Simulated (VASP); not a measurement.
Write the native input for VASP 6.6.1 that does the following.

```
Task                   : single point
Functional             : LDA
Potentials or basis    : VASP PAW LDA potentials, release 64 (Ba_sv, Li_sv, F)
Cutoff                 : 520 eV
k mesh                 : 6 × 6 × 6
Occupations            : gaussian, width 0.05 eV
Spin                   : no spin polarisation
Dipole correction      : no
Further INCAR settings : ALGO = Normal; EDIFF = 1e-06; NBANDS = 25
```

The structure of BaLiF3 lies in POSCAR:

```
BaLiF3
1.0
    3.9885816400      0.0000000000      0.0000000000
    0.0000000000      3.9885816400      0.0000000000
    0.0000000000      0.0000000000      3.9885816400
Ba Li F
1 1 3
Direct
    0.0000000000      0.0000000000      0.0000000000
    0.5398886221      0.5398886221      0.5000000000
    0.0000000000      0.5000000000      0.5000000000
    0.5000000000      0.5000000000      0.0000000000
    0.5000000000      0.0000000000      0.5000000000
```

The cell comes from a database or a generator and needn't be the stable form of this composition.

The cell isn't the ideal one: all Li atoms moved +0.225 Å, as atom 2 along Cartesian [1 1 0].

The input as run:

INCAR

```
SYSTEM = BaLiF3
PREC = Accurate ; ENCUT = 520
EDIFF = 1E-6 ; ISMEAR = 0
SIGMA = 0.05 ; LREAL = .FALSE.
LASPH = .TRUE. ; NELM = 100
ALGO = Normal ; ISIF = 2
LWAVE = .FALSE. ; LCHARG = .FALSE.
NBANDS = 25
```

KPOINTS

```
regular mesh
0
G
  6 6 6
  0 0 0
```

Potentials or basis: VASP PAW LDA potentials, release 64 (Ba_sv, Li_sv, F).

Command:

```console
$ cat potpaw_LDA.64/Ba_sv/POTCAR potpaw_LDA.64/Li_sv/POTCAR potpaw_LDA.64/F/POTCAR > POTCAR
$ mpirun -np 1 vasp_std > vasp.out
```

Results of the run:

The largest force is 0.743 eV/Å and the band gap on the k mesh is 6.44 eV, direct.

Caveat: spin-orbit coupling is left out, which moves the levels of the heavy elements.

Wall time 36 s on 1 thread of Intel(R) Xeon(R) Platinum 8488C (Sapphire Rapids) (shared host), peak memory 0.2 GiB.
